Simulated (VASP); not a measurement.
Input for VASP

### POSCAR
```
PtAl2
1
   -0.0000000000     2.9471418606     2.9471418606
    2.9471418606    -0.0000000000     2.9471418606
    2.9471418606     2.9471418606    -0.0000000000
Al Pt
2 1
Direct
  0.2500000000   0.2500000000   0.2500000000
  0.7500000000   0.7500000000   0.7500000000
  0.0000000000   0.0000000000   0.0000000000
```

KPOINTS:
```
kpoints
0
Gamma
 8 8 8
```

INCAR:
```
ISMEAR = 1   # Methfessel-Paxton
NELM = 100   # most electronic steps
PREC = Accurate
EDIFF = 1E-6
EDIFFG = -0.02   # ionic stop
ISIF = 3
ENCUT = 400   # plane-wave cut-off (eV)
LMAXMIX = 6
SIGMA = 0.1   # width (eV)
IBRION = 2   # conjugate gradients
GGA = PS   # PBEsol
SYSTEM = PtAl2
NSW = 60
ALGO = Normal
LREAL = .FALSE.   # projection in real space or not
LASPH = .TRUE.   # aspherical one-centre terms
LCHARG = .FALSE.
LWAVE = .FALSE.
```

POTCAR, in this order: Al Pt (PBE.64 set). Program: vasp_std.

Problem. Write an equivalent input for Ansatz.

Solution. One equivalent input (not run):
Ansatz 0.2 input:
```yaml
crystal:
  lattice:
    - [0.0000000, 2.9471419, 2.9471419]
    - [2.9471419, 0.0000000, 2.9471419]
    - [2.9471419, 2.9471419, 0.0000000]
  atoms:
    - { symbol: Al, position: [0.2500000, 0.2500000, 0.2500000] }
    - { symbol: Al, position: [0.7500000, 0.7500000, 0.7500000] }
    - { symbol: Pt, position: [0.0000000, 0.0000000, 0.0000000] }
kpoints:
  mp_grid: { grid: [8, 8, 8] }
hamiltonian:
  xc: pbesol
  pseudopotentials: { kind: paw }
scf:
  occupations: { method: methfessel_paxton, width: 0.1 }
  max_iter: 100
relax:
  max_steps: 60
  f_tol: 0.02
  cell: {}
output: { forces: true, stress: true, eigenvalues: true }
```
Limits of the translation: each code has its own PAW files, so the cut-off isn't converted (ENCUT is set for VASP's; basis.ecutwfc is left out, and Ansatz then takes the one that its files recommend); Ansatz stops its SCF on the density residual and VASP on the energy change (EDIFF).

The compound is PtAl2 in the fluorite structure. It was relaxed first. The start is the result of an earlier pass.
